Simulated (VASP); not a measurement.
Runs of VASP 6.6.1 on BSe. The structure is hexagonal, space group P6_3mc (No. 186). Conventional cell: a = 3.271 Å, b = 3.271 Å, c = 7.236 Å, α = 90.00°, β = 90.00°, γ = 120.00°. B (site symmetry 3m) has 3 Se at 2.07 Å as nearest neighbours. Se (site symmetry 3m) has 3 B at 2.07 Å as nearest neighbours. The cell was built by a generator and needn't be a form met in nature.

```csv
task,level,spin,cell,k mesh,cutoff (eV),smearing,grid for exact exchange (PRECFOCK),exchange at q = 0,mesh quality,gap on the mesh (eV),pressure (GPa),largest force (eV/Å)
single point,PBE,off,as given,9 × 9 × 4,520,fermi-dirac 0.05 eV,-,-,not flagged,none,(a),0.12
single point,PBE0+D4,off,cell strained at random at fixed volume,5 × 5 × 2,520,gaussian 0.05 eV,Normal,default,coarse,none,-5.9,0.47
relaxation of cell and atoms,PBE,off,relaxed,9 × 9 × 4,600,gaussian 0.05 eV,-,-,not flagged,none,-0.1,-
density of states,PBE+dDsC,"SOC, no magnetisation",as given,7 × 7 × 3,520,gaussian 0.05 eV,-,-,not flagged,-,-2.1,0.13
relaxation of the atoms,RPBE,off,atoms relaxed,9 × 9 × 4,520,gaussian 0.05 eV,-,-,not flagged,none,1.7,-
```

Alike in all rows: potentials or basis VASP PAW PBE potentials, release 64 (B, Se).

Question: Estimate the missing entries.

Answer: (a) 0.0.

Caveats: some runs use coarse meshes; the PAW data sets were made with another functional, which shifts forces and pressure a little (some runs); pairwise dispersion overbinds metals, which lowers pressure and volume (some runs).

A k mesh can miss the band edges, and rows without SOC leave out spin-orbit coupling on Se.

A gap of «none» marks a metal or a gap under the smearing width.
